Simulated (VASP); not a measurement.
An input for Ansatz (written as the equivalent of a VASP run, and not itself run):

Ansatz 0.2 input:
```yaml
crystal:
  lattice:
    - [7.6045400, 0.0000000, 0.0000000]
    - [-3.8022700, 6.5857250, 0.0000000]
    - [0.0000000, 0.0000000, 2.9052000]
  atoms:
    - { symbol: Si, position: [0.2308880, 0.8307230, 0.7451250] }
    - { symbol: Si, position: [0.7605250, 0.1772990, 0.2397850] }
    - { symbol: Si, position: [0.4012550, 0.2231980, 0.2502350] }
    - { symbol: Si, position: [0.5944520, 0.7703610, 0.7429810] }
    - { symbol: Si, position: [0.1818310, 0.4128560, 0.7413510] }
    - { symbol: Si, position: [0.8254040, 0.5952190, 0.2226550] }
    - { symbol: N, position: [0.3339500, 0.6737860, 0.7591980] }
    - { symbol: N, position: [0.6577730, 0.3217170, 0.2510980] }
    - { symbol: N, position: [0.9716180, 0.6673300, 0.7573580] }
    - { symbol: N, position: [0.0444450, 0.3364560, 0.2590870] }
    - { symbol: N, position: [0.3008410, 0.9666710, 0.2444050] }
    - { symbol: N, position: [0.7014640, 0.0282610, 0.7842640] }
    - { symbol: N, position: [0.3327710, 0.2975360, 0.7682570] }
    - { symbol: N, position: [0.6627840, 0.6985870, 0.2342030] }
kpoints:
  mp_grid: { grid: [3, 3, 7] }
hamiltonian:
  xc: pbesol
  pseudopotentials: { kind: paw }
scf:
  occupations: { method: gaussian, width: 0.02 }
  max_iter: 100
output: { forces: true, stress: true, eigenvalues: true }
```

**Question.** Translate this input to VASP (INCAR, KPOINTS, POSCAR, choice of POTCAR).

**Answer.** Several could match; the one computed here: 
**INCAR**
```
LWAVE = .FALSE.
ISIF = 2   ! forces and stress, cell fixed
GGA = PS   ! PBEsol
ENCUT = 400   ! plane-wave cut-off (eV)
LASPH = .TRUE.   ! aspherical one-centre terms
SIGMA = 0.02
PREC = Accurate
NELM = 100   ! most electronic steps
ISMEAR = 0
SYSTEM = Si3N4
ALGO = Normal   ! blocked Davidson
LCHARG = .FALSE.
LREAL = Auto   ! projection in real space or not
EDIFF = 1E-6   ! SCF stop (eV)
```

### POSCAR
```
Si3N4
1
    7.6045400000     0.0000000000     0.0000000000
   -3.8022700000     6.5857250000     0.0000000000
    0.0000000000     0.0000000000     2.9052000000
Si N
6 8
Direct
  0.2308880000   0.8307230000   0.7451250000
  0.7605250000   0.1772990000   0.2397850000
  0.4012550000   0.2231980000   0.2502350000
  0.5944520000   0.7703610000   0.7429810000
  0.1818310000   0.4128560000   0.7413510000
  0.8254040000   0.5952190000   0.2226550000
  0.3339500000   0.6737860000   0.7591980000
  0.6577730000   0.3217170000   0.2510980000
  0.9716180000   0.6673300000   0.7573580000
  0.0444450000   0.3364560000   0.2590870000
  0.3008410000   0.9666710000   0.2444050000
  0.7014640000   0.0282610000   0.7842640000
  0.3327710000   0.2975360000   0.7682570000
  0.6627840000   0.6985870000   0.2342030000
```

KPOINTS:
```
Regular mesh
0
gamma
 3 3 7
0 0 0
```

POTCAR, in this order: Si N (PBE.64 set). Program: vasp_std.

The two are equivalent in intent, not identical: each code has its own PAW files, so the cut-off isn't converted (ENCUT is set for VASP's; basis.ecutwfc is left out, and Ansatz then takes the one that its files recommend); Ansatz stops its SCF on the density residual and VASP on the energy change (EDIFF).

The structure comes from a computed database's Si3N4 entry; how it stands against other phases isn't given here. The cell was not relaxed at this level.
